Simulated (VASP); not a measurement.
OSZICAR of a VASP run on CdF2 (fluorite):

File OSZICAR:
```
       N       E                     dE             d eps       ncg     rms          rms(c)
DAV:   1     0.232049990395E+03    0.23205E+03   -0.14893E+04  1112   0.156E+03
DAV:   2     0.433305416470E+00   -0.23162E+03   -0.22205E+03  1206   0.415E+02
DAV:   3    -0.129586137547E+02   -0.13392E+02   -0.13340E+02  1194   0.110E+02
DAV:   4    -0.130535850840E+02   -0.94971E-01   -0.94931E-01  1170   0.957E+00
DAV:   5    -0.130539576729E+02   -0.37259E-03   -0.37255E-03  1176   0.561E-01    0.978E+00
DAV:   6    -0.116026201578E+02    0.14513E+01   -0.37618E+00  1510   0.431E+01    0.743E+00
DAV:   7    -0.116384525994E+02   -0.35832E-01   -0.84182E-01  1102   0.975E+00    0.447E+00
DAV:   8    -0.116300638811E+02    0.83887E-02   -0.17156E-01  1160   0.461E+00    0.885E-01
DAV:   9    -0.116167786708E+02    0.13285E-01   -0.34953E-02  1364   0.295E+00    0.221E-01
DAV:  10    -0.116172130726E+02   -0.43440E-03   -0.45520E-03  1094   0.632E-01    0.994E-02
DAV:  11    -0.116174191081E+02   -0.20604E-03   -0.14612E-04  1126   0.191E-01    0.414E-02
DAV:  12    -0.116174870609E+02   -0.67953E-04   -0.65752E-05  1138   0.877E-02    0.291E-02
DAV:  13    -0.116174836761E+02    0.33848E-05   -0.19117E-05  1238   0.588E-02    0.547E-03
DAV:  14    -0.116174856692E+02   -0.19931E-05   -0.47828E-06  1114   0.207E-02    0.438E-03
DAV:  15    -0.116174855684E+02    0.10079E-06   -0.23929E-07   780   0.434E-03
   1 F= -.11617486E+02 E0= -.11617486E+02  d E =-.124444E-16  mag=     0.0000     0.0000    -0.0000
       N       E                     dE             ncg
       N       E                     dE             ncg
       N       E                     dE             ncg
```

### Question
Which electronic solver shows in the log?

### Answer
It is blocked Davidson (ALGO = Normal, or the opening steps of other solvers). The INCAR had ALGO = Normal.

### Question
How was spin treated?

### Answer
With non-collinear spinors: mag has three components.

### Question
Can the final energy be trusted as converged?

### Answer
The run converged. It stopped with EDIFF = 1E-6, NELM = 100 (PBEsol GGA with spin-orbit coupling, plane waves, VASP's PBE PAW potentials (set 64)).

The compound is CdF2 in the fluorite structure. It was relaxed first.
